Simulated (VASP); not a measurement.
A convergence study with VASP on BaTe (rock salt): one setting is varied, all else stays as given below, so the limit is that of these other settings.

```
CELL_PARAMETERS angstrom
      0.00000     3.50000     3.50000
      3.50000     0.00000     3.50000
      3.50000     3.50000     0.00000
ATOMIC_POSITIONS crystal
  Ba 0.00000 0.00000 0.00000
  Te 0.50000 0.50000 0.50000
```

The numbers are results of PBE GGA, VASP's PBE PAW potentials (set 64) (plane waves; VASP 6.6.1), not measurements. The tightest run used: 550 eV cut-off, 11×11×11 Monkhorst-Pack mesh, Gaussian smearing of 0.050 eV, potentials Ba_sv Te.

### Question
The settings run are 1×1×1 mesh; 2×2×2 mesh; 3×3×3 mesh; 4×4×4 mesh; 5×5×5 mesh; 6×6×6 mesh; 7×7×7 mesh; 8×8×8 mesh; 9×9×9 mesh; 10×10×10 mesh; 11×11×11 mesh. From which on does the energy per atom stay within 0.002 eV/atom of the tightest run?

### Answer
From 4×4×4 mesh on: it is off by 0.0005 there and by no more than 0.002 in any finer run, while 3×3×3 mesh is off by 0.0256.
```csv
setting,E (eV/atom),pressure (GPa),irreducible k-points,difference judged (eV/atom)
1×1×1 mesh,-0.8667,16.76,1,3.4423
2×2×2 mesh,-4.3608,0.71,2,0.0518
3×3×3 mesh,-4.2834,1.43,4,0.0256
4×4×4 mesh,-4.3095,1.16,10,0.0005
5×5×5 mesh,-4.3079,1.18,10,0.0011
6×6×6 mesh,-4.3090,1.17,28,0.0000
7×7×7 mesh,-4.3089,1.17,20,0.0001
8×8×8 mesh,-4.3090,1.17,60,0.0000
9×9×9 mesh,-4.3090,1.17,35,0.0000
10×10×10 mesh,-4.3090,1.17,110,0.0000
11×11×11 mesh,-4.3090,1.17,56,0.0000
```

Left out are rungs that failed or repeat a setting and relaxations that didn't move; long series are thinned to 24 rows.

The compound is BaTe in the rock salt structure. The cell was not relaxed at this level.
